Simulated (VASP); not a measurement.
Output of a VASP run:

### OUTCAR
```
 ion  position               nearest neighbor table
   1  0.000  0.000  0.000-   2 1.95   2 1.95   2 1.95   2 1.95
   2  0.250  0.250  0.250-   1 1.95   1 1.95   1 1.95   1 1.95
  LATTYP: Found a face centered cubic cell.
 ALAT       =     4.5018060420
 Subroutine PRICEL returns:
 Original cell was already a primitive cell.
 Subroutine GETGRP returns: Found 24 space group operations
The static configuration has the point symmetry T_d .
The dynamic configuration has the point symmetry T_d .
 Subroutine INISYM returns: Found 24 space group operations
 Subroutine IBZKPT returns following result:
 Found     56 irreducible k-points:

 Following reciprocal coordinates:
            Coordinates               Weight
  0.000000  0.000000  0.000000      1.000000
  0.090909  0.000000  0.000000      8.000000
  0.181818  0.000000  0.000000      8.000000
  0.272727  0.000000  0.000000      8.000000
  0.363636  0.000000  0.000000      8.000000
  0.454545  0.000000  0.000000      8.000000
  0.090909  0.090909  0.000000      6.000000
  0.181818  0.090909  0.000000     24.000000
  0.272727  0.090909  0.000000     24.000000
  0.363636  0.090909  0.000000     24.000000
  0.454545  0.090909  0.000000     24.000000
 -0.454545  0.090909  0.000000     24.000000
 -0.363636  0.090909  0.000000     24.000000
 -0.272727  0.090909  0.000000     24.000000
 -0.181818  0.090909  0.000000     24.000000
 -0.090909  0.090909  0.000000     12.000000
  0.181818  0.181818  0.000000      6.000000
  0.272727  0.181818  0.000000     24.000000
  0.363636  0.181818  0.000000     24.000000
  0.454545  0.181818  0.000000     24.000000
 -0.454545  0.181818  0.000000     24.000000
 -0.363636  0.181818  0.000000     24.000000
 -0.272727  0.181818  0.000000     24.000000
 -0.181818  0.181818  0.000000     12.000000
  0.272727  0.272727  0.000000      6.000000
  0.363636  0.272727  0.000000     24.000000
  0.454545  0.272727  0.000000     24.000000
 -0.454545  0.272727  0.000000     24.000000
 -0.363636  0.272727  0.000000     24.000000
 -0.272727  0.272727  0.000000     12.000000
  0.363636  0.363636  0.000000      6.000000
  0.454545  0.363636  0.000000     24.000000
 -0.454545  0.363636  0.000000     24.000000
 -0.363636  0.363636  0.000000     12.000000
  0.454545  0.454545  0.000000      6.000000
 -0.454545  0.454545  0.000000     12.000000
  0.272727  0.181818  0.090909     24.000000
  0.363636  0.181818  0.090909     48.000000
  0.454545  0.181818  0.090909     48.000000
 -0.454545  0.181818  0.090909     48.000000
   k-points           NKPTS =     56   k-points in BZ     NKDIM =     56   number of bands    NBANDS=      8
   number of dos      NEDOS =    601   number of ions     NIONS =      2
   total plane-waves  NPLWV =  13824
   dimension x,y,z NGX =    24 NGY =   24 NGZ =   24
   dimension x,y,z NGXF=    48 NGYF=   48 NGZF=   48
   ions per type =               1   1
   PREC   = accura    normal or accurate (medium, high low for compatibility)
   ISTART =      0    job   : 0-new  1-cont  2-samecut
   ICHARG =      2    charge: 1-file 2-atom 10-const
   ISPIN  =      1    spin polarized calculation?
   LNONCOLLINEAR =      F non collinear calculations
   LSORBIT =      F    spin-orbit coupling
   INIWAV =      1    electr: 0-lowe 1-rand  2-diag
   ENCUT  =  520.0 eV  38.22 Ry    6.18 a.u.   5.92  5.92  5.92*2*pi/ulx,y,z
   NELM   =    100;   NELMIN=  2; NELMDL= -5     # of ELM steps
   EDIFF  = 0.1E-06   stopping-criterion for ELM
   LREAL  =      F    real-space projection
   NLSPLINE    = F    spline interpolate recip. space projectors
   LMAXMIX     =    2 max onsite mixed and CHGCAR
   VOSKOWN=      0    Vosko Wilk Nusair interpolation
   EDIFFG = 0.1E-05   stopping-criterion for IOM
   NSW    =      0    number of steps for IOM
   NBLOCK =      1;   KBLOCK =      1    inner block; outer block
   IBRION =     -1    ionic relax: 0-MD 1-quasi-New 2-CG
...
```

### OSZICAR
```
       N       E                     dE             d eps       ncg     rms          rms(c)
DAV:   1     0.981949922511E+01    0.98195E+01   -0.42902E+03   896   0.912E+02
DAV:   2    -0.134625746190E+02   -0.23282E+02   -0.22842E+02  1448   0.112E+02
DAV:   3    -0.136794322641E+02   -0.21686E+00   -0.21686E+00  1024   0.145E+01
DAV:   4    -0.136799691680E+02   -0.53690E-03   -0.53690E-03  1464   0.723E-01
DAV:   5    -0.136799692933E+02   -0.12528E-06   -0.12528E-06  1072   0.114E-02    0.746E+00
DAV:   6    -0.130265727626E+02    0.65340E+00   -0.17222E+00  1000   0.728E+00    0.406E+00
DAV:   7    -0.129280980893E+02    0.98475E-01   -0.28554E-01  1368   0.326E+00    0.133E+00
DAV:   8    -0.129197465323E+02    0.83516E-02   -0.28967E-02   968   0.118E+00    0.226E-01
DAV:   9    -0.129200542391E+02   -0.30771E-03   -0.49089E-04  1304   0.207E-01    0.131E-01
DAV:  10    -0.129202460369E+02   -0.19180E-03   -0.28043E-04  1000   0.133E-01    0.265E-02
DAV:  11    -0.129202563924E+02   -0.10355E-04   -0.12895E-05  1256   0.315E-02    0.329E-02
DAV:  12    -0.129202571474E+02   -0.75500E-06   -0.31172E-06  1000   0.117E-02    0.705E-03
DAV:  13    -0.129202570900E+02    0.57367E-07   -0.71900E-08   816   0.229E-03
   1 F= -.13644300E+02 E0= -.13644300E+02  d E =0.000000E+00
```

File OUTCAR:
```
------------------------ aborting loop because EDIFF is reached ----------------------------------------
  Edisp (eV):   -0.72404
  FORCE on cell =-STRESS in cart. coord.  units (eV):
  Direction    XX          YY          ZZ          XY          YZ          ZX
  --------------------------------------------------------------------------------------
  Total       0.00004     0.00004     0.00004    -0.00000    -0.00000    -0.00000
  in kB       0.00294     0.00294     0.00294    -0.00000    -0.00000    -0.00000
  external pressure =        0.00 kB  Pullay stress =        0.00 kB
  volume of cell :       22.81
      direct lattice vectors                 reciprocal lattice vectors
     0.000000000  2.250903021  2.250903021    -0.222133071  0.222133071  0.222133071
     2.250903021  0.000000000  2.250903021     0.222133071 -0.222133071  0.222133071
     2.250903021  2.250903021  0.000000000     0.222133071  0.222133071 -0.222133071
  FREE ENERGIE OF THE ION-ELECTRON SYSTEM (eV)
  ---------------------------------------------------
  free  energy   TOTEN  =       -13.6443002173 eV

  energy  without entropy=      -13.6443002173  energy(sigma->0) =      -13.64430022

 total charge

# of ion       s       p       d       tot
------------------------------------------
    1        0.673   1.304   0.000   1.977
    2        0.993   1.592   0.000   2.585
--------------------------------------------------
tot          1.666   2.896   0.000   4.562
```
(Selected blocks of OUTCAR.)

### POSCAR
```
BP
1
    0.0000000000     2.2509030210     2.2509030210
    2.2509030210     0.0000000000     2.2509030210
    2.2509030210     2.2509030210     0.0000000000
B P
1 1
Direct
  0.0000000000   0.0000000000   0.0000000000
  0.2500000000   0.2500000000   0.2500000000
```

Question: Reconstruct the remaining input files.

Answer: Several could match; the one computed here: the input of the run itself, PBE GGA with D4 dispersion, plane waves, VASP's PBE PAW potentials (set 64).

**INCAR**
```
ALGO=Normal
EDIFF=1E-7
ENCUT=520
GGA=PE
ISIF=2
ISMEAR=-5
IVDW=13
LASPH=.TRUE.
LCHARG=.TRUE.
LORBIT=11
LREAL=.FALSE.
LWAVE=.FALSE.
NEDOS=601
NELM=100
PREC=Accurate
SYSTEM=BP
```

KPOINTS:
```
Automatic mesh
0
Gamma
11 11 11
0 0 0
```

POTCAR, in this order: B P (PBE.64 set). Program: vasp_std.

The compound is BP in the zinc blende structure. It was relaxed first.
